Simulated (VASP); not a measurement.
VASP input:

**INCAR**
```
SYSTEM = Pt3Ti
PREC = Accurate
ENCUT = 400
EDIFF = 1E-6
NELM = 100
ALGO = Normal
LREAL = .FALSE.
LASPH = .TRUE.
ISMEAR = 1
SIGMA = 0.1
GGA = PE
LMAXMIX = 6
LWAVE = .FALSE.
LCHARG = .FALSE.
ISIF = 2
```

POSCAR:
```
Pt3Ti
1
    3.9984000000     0.0000000000     0.0000000000
    0.0000000000     3.9984000000     0.0000000000
    0.0000000000     0.0000000000     3.9984000000
Ti Pt
1 3
Direct
  0.0000000000   0.0000000000   0.0000000000
  0.0000000000   0.5000000000   0.5000000000
  0.5000000000   0.0000000000   0.5000000000
  0.5000000000   0.5000000000   0.0000000000
```

### KPOINTS
```
k-points along high-symmetry lines
6
Line-mode
Reciprocal
  0.000000   0.000000   0.000000 ! GAMMA
  0.000000   0.500000   0.000000 ! X

  0.000000   0.500000   0.000000 ! X
  0.500000   0.500000   0.000000 ! M

  0.500000   0.500000   0.000000 ! M
  0.000000   0.000000   0.000000 ! GAMMA

  0.000000   0.000000   0.000000 ! GAMMA
  0.500000   0.500000   0.500000 ! R

  0.500000   0.500000   0.500000 ! R
  0.000000   0.500000   0.000000 ! X

  0.500000   0.500000   0.500000 ! R
  0.500000   0.500000   0.000000 ! M
```

POTCAR, in this order: Ti_sv Pt (PBE.64 set). Program: vasp_std.

Output

### standard output
```
 POSCAR found type information on POSCAR TiPt
 POSCAR found :  2 types and       4 ions
 Reading from existing POTCAR
 Reading from existing POTCAR
 LDA part: xc-table for (Slater+PW92), standard interpolation
 POSCAR, INCAR and KPOINTS ok, starting setup
 WAVECAR not read
 entering main loop
       N       E                     dE             d eps       ncg     rms          rms(c)
DAV:   1     0.328140251820E+03    0.32814E+03   -0.18100E+04  1800   0.148E+03
DAV:   2    -0.148667355641E+01   -0.32963E+03   -0.32314E+03  1949   0.394E+02
DAV:   3    -0.296914507821E+02   -0.28205E+02   -0.27121E+02  2710   0.995E+01
DAV:   4    -0.304683465056E+02   -0.77690E+00   -0.77148E+00  2099   0.172E+01
DAV:   5    -0.304967589615E+02   -0.28412E-01   -0.28372E-01  2621   0.319E+00    0.221E+01
DAV:   6    -0.300380335998E+02    0.45873E+00   -0.30071E+01  2562   0.331E+01    0.201E+01
DAV:   7    -0.282233996410E+02    0.18146E+01   -0.34433E+01  2511   0.376E+01    0.119E+01
DAV:   8    -0.274541070851E+02    0.76929E+00   -0.16692E+00  2358   0.897E+00    0.660E+00
DAV:   9    -0.271879432661E+02    0.26616E+00   -0.31679E+00  2559   0.846E+00    0.441E+00
DAV:  10    -0.271144385796E+02    0.73505E-01   -0.13687E-01  2497   0.247E+00    0.220E+00
DAV:  11    -0.271224635118E+02   -0.80249E-02   -0.52358E-03  2446   0.524E-01    0.224E+00
DAV:  12    -0.270873070188E+02    0.35156E-01   -0.83202E-02  2611   0.158E+00    0.545E-01
DAV:  13    -0.270855234709E+02    0.17835E-02   -0.51906E-03  2708   0.425E-01    0.127E-01
DAV:  14    -0.270855071766E+02    0.16294E-04   -0.14648E-03  2635   0.240E-01    0.106E-01
DAV:  15    -0.270854482394E+02    0.58937E-04   -0.10067E-04  2456   0.795E-02    0.459E-02
DAV:  16    -0.270854345873E+02    0.13652E-04   -0.24524E-05  2683   0.329E-02    0.173E-02
DAV:  17    -0.270854333135E+02    0.12738E-05   -0.74961E-06  2337   0.152E-02    0.422E-03
DAV:  18    -0.270854332527E+02    0.60772E-07   -0.38074E-07  1048   0.476E-03
   1 F= -.27085433E+02 E0= -.27081723E+02  d E =-.111307E-01
```

**OUTCAR**
```
------------------------ aborting loop because EDIFF is reached ----------------------------------------
  FORCE on cell =-STRESS in cart. coord.  units (eV):
  Direction    XX          YY          ZZ          XY          YZ          ZX
  --------------------------------------------------------------------------------------
  Total       -0.7841396     -0.7841396     -0.7841396      0.0000000      0.0000000      0.0000000
  in kB      -19.6537423    -19.6537423    -19.6537423      0.0000000      0.0000000      0.0000000
  external PRESSURE =     -19.6537423 kB  Pullay stress =       0.0000000 kB
  volume of cell :       63.92
      direct lattice vectors                 reciprocal lattice vectors
     3.998400000  0.000000000  0.000000000     0.250100040  0.000000000  0.000000000
     0.000000000  3.998400000  0.000000000     0.000000000  0.250100040  0.000000000
     0.000000000  0.000000000  3.998400000     0.000000000  0.000000000  0.250100040
 POSITION                                       TOTAL-FORCE (eV/Angst)
 -----------------------------------------------------------------------------------
      0.00000      0.00000      0.00000         0.000000      0.000000      0.000000
      0.00000      1.99920      1.99920         0.000000      0.000000      0.000000
      1.99920      0.00000      1.99920         0.000000      0.000000      0.000000
      1.99920      1.99920      0.00000         0.000000      0.000000      0.000000
 -----------------------------------------------------------------------------------
    total drift:                                0.000000      0.000000      0.000000
  FREE ENERGIE OF THE ION-ELECTRON SYSTEM (eV)
  ---------------------------------------------------
  free  energy   TOTEN  =       -27.0854332527 eV

  energy  without entropy=      -27.0743025038  energy(sigma->0) =      -27.08172300
```
(Selected blocks of OUTCAR.)

Q: Read input and log: which fault does this run have?
A. a line-mode KPOINTS file was used for a self-consistent run
B. IBRION is misspelt, so VASP ignores the line and takes its default
C. MAGMOM holds more values than there are atoms
D. the lattice vectors carry noise near SYMPREC

A: A, a line-mode KPOINTS file was used for a self-consistent run. The run ends without an error. Against the sound run, the energy per atom (σ→0) rises by 0.598 eV/atom; the pressure goes up by 6.59 GPa.

To mend it, correct KPOINTS.
### KPOINTS
```
Automatic mesh
0
Gamma
6 6 6
0 0 0
```
The mended run (PBE GGA, plane waves, VASP's PBE PAW potentials (set 64)) converges, and its OSZICAR ends with
```
   1 F= -.29474611E+02 E0= -.29474961E+02  d E =0.105017E-02
```

The compound is Pt3Ti in the L1_2 structure. The cell was not relaxed at this level.
